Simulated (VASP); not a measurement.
Data:

```
MgPt2
1.0
    5.06743    -1.40003     0.01160
    5.06743     1.40003     0.01160
   -1.90379     0.00000     6.45413
Mg Pt
2 4
Direct
  0.53047   0.53047   0.79602
  0.46953   0.46953   0.20398
  0.13872   0.13872   0.51934
  0.86128   0.86128   0.48066
  0.18988   0.18988   0.13372
  0.81012   0.81012   0.86628
```

The numbers are results of PBEsol GGA with spin-orbit coupling, VASP's PBE PAW potentials (set 64) (plane waves; VASP 6.6.1), not measurements. Settings: 400 eV cut-off, 10×10×5 Γ-centred mesh, Gaussian smearing of 0.050 eV, potentials Mg Pt.

### Question
Give the energies of bands 37 to 50 at the high-symmetry points, in eV from the Fermi level.

### Answer

| band | Γ | C | Y2 | M2 | D | A | V2 |
|---|---|---|---|---|---|---|---|
| 37 | -1.25 | -0.58 | -1.40 | -1.74 | -0.80 | -1.17 | -0.41 |
| 38 | -1.25 | -0.58 | -1.40 | -1.74 | -0.80 | -1.17 | -0.41 |
| 39 | -1.21 | -0.10 | -1.26 | -1.11 | -0.07 | -0.89 | 0.04 |
| 40 | -1.21 | -0.10 | -1.26 | -1.11 | -0.07 | -0.89 | 0.04 |
| 41 | -0.73 | 0.02 | -0.68 | -0.91 | 0.87 | -0.59 | 0.19 |
| 42 | -0.73 | 0.02 | -0.68 | -0.91 | 0.87 | -0.59 | 0.19 |
| 43 | -0.60 | 0.56 | -0.50 | -0.67 | 1.25 | -0.58 | 0.71 |
| 44 | -0.60 | 0.56 | -0.50 | -0.67 | 1.25 | -0.58 | 0.71 |
| 45 | -0.58 | 1.14 | -0.22 | -0.42 | 1.47 | -0.31 | 1.40 |
| 46 | -0.58 | 1.14 | -0.22 | -0.42 | 1.47 | -0.31 | 1.40 |
| 47 | -0.16 | 1.74 | 0.15 | 0.02 | 1.79 | 0.49 | 1.61 |
| 48 | -0.16 | 1.74 | 0.15 | 0.02 | 1.79 | 0.49 | 1.61 |
| 49 | 0.59 | 2.04 | 0.90 | 1.50 | 2.29 | 0.99 | 2.83 |
| 50 | 0.59 | 2.04 | 0.90 | 1.50 | 2.29 | 0.99 | 2.83 |

It has no gap at this level: it comes out as a metal or semimetal.

The structure comes from a computed database's MgPt2 entry (C2/m); how it stands against other phases isn't given here. It was relaxed first.
